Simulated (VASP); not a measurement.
Input of a VASP 6.6.1 run:

Contents of INCAR:

```
SYSTEM = As
PREC = Accurate
ENCUT = 520
EDIFF = 1E-7
ISMEAR = 0
SIGMA = 0.02
LREAL = .False.
LASPH = .True.
NELM = 80
ALGO = Normal
ISIF = 3
LWAVE = .False.
LCHARG = .False.
GGA = CA
IBRION = 2
NSW = 80
EDIFFG = -0.002
```

Contents of KPOINTS:

```
regular mesh
0
Gamma
  12 12 12
  0 0 0
```

POSCAR

```
As                                      
1.0
    1.8837727998      1.0875967364      3.3225064191
   -1.8837727998      1.0875967364      3.3225064191
   -0.0000000000     -2.1751934633      3.3225064193
  As            
     2
Direct
     0.7691003356205718    0.7691003356205718    0.7691003356207163
     0.2308996643794282    0.2308996643794282    0.2308996643792835
```

Potentials or basis: VASP PAW LDA potentials, release 64 (As).

The run is started by

```sh
$ cat potpaw_LDA.64/As/POTCAR > POTCAR
$ mpirun -np 1 vasp_std > vasp.out
```

Question: Predict the band gap on the k mesh.

Answer: None (metal or under the smearing width).

Final structure:
```cif
data_structure
_symmetry_space_group_name_H-M 'P 1'
_symmetry_Int_Tables_number 1
_cell_length_a 3.9712
_cell_length_b 3.9712
_cell_length_c 3.9712
_cell_angle_alpha 56.635
_cell_angle_beta 56.635
_cell_angle_gamma 56.635
_cell_volume 40.84
loop_
_atom_site_label
_atom_site_type_symbol
_atom_site_fract_x
_atom_site_fract_y
_atom_site_fract_z
_atom_site_occupancy
As1 As 0.76910 0.76910 0.76910 1
As2 As 0.23090 0.23090 0.23090 1
```

Caveat: the relaxation stopped at its first step, so nothing moved.
